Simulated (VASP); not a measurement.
Consider the following.

```yaml
crystal:
  lattice:
    - [2.86821, 0.00000, 0.00000]
    - [-1.43410, 2.48394, 0.00000]
    - [0.00000, 0.00000, 4.76657]
  atoms:
    - { symbol: Au, position: [0.33333, 0.66667, 0.25000] }
    - { symbol: Au, position: [0.66667, 0.33333, 0.75000] }
```

Level of theory: PBEsol GGA, VASP's PBE PAW potentials (set 64) (plane waves; VASP). Numerical set-up: 400 eV cut-off, 16×16×9 Γ-centred mesh, tetrahedra with Blöchl corrections, potentials Au.

Unless said otherwise, spin-orbit coupling is left out, though it shifts the bands of the heavy elements here.

Question: Tabulate the total density of states (states/eV per cell) against energy (eV; zero at the valence-band maximum or, without a gap, the Fermi level).

Answer: 
```tsv
E (eV)	DOS (states/eV)
-9.91	0.01
-9.69	0.07
-9.47	0.11
-9.25	0.14
-9.03	0.17
-8.81	0.19
-8.60	0.23
-8.38	0.28
-8.05	0.32
-7.83	0.39
-7.61	0.49
-7.39	0.73
-7.17	1.70
-6.95	2.14
-6.73	2.85
-6.51	3.04
-6.29	3.11
-6.07	2.88
-5.85	4.72
-5.63	3.36
-5.41	3.70
-5.19	3.81
-4.97	2.57
-4.64	4.76
-4.43	4.87
-4.21	4.47
-3.99	5.44
-3.77	4.12
-3.55	3.04
-3.33	3.33
-3.11	2.89
-2.89	3.01
-2.67	2.66
-2.45	3.84
-2.23	5.00
-2.01	5.62
-1.79	3.84
-1.46	0.60
-1.25	0.61
-1.02	0.58
-0.81	0.57
-0.59	0.57
-0.37	0.59
-0.15	0.63
0.07	0.65
0.29	0.56
0.51	0.54
0.73	0.54
0.95	0.57
1.17	0.52
1.39	0.51
1.61	0.52
1.94	0.59
2.16	0.53
2.38	0.56
2.60	0.55
2.81	0.52
3.03	0.54
3.25	0.52
3.47	0.47
```
Within 2 eV below the Fermi level the largest weight inside VASP's projection spheres is Au d.

The structure was generated: Au was put into the hcp type (P6_3/mmc), which need not be its known phase. It was relaxed first.
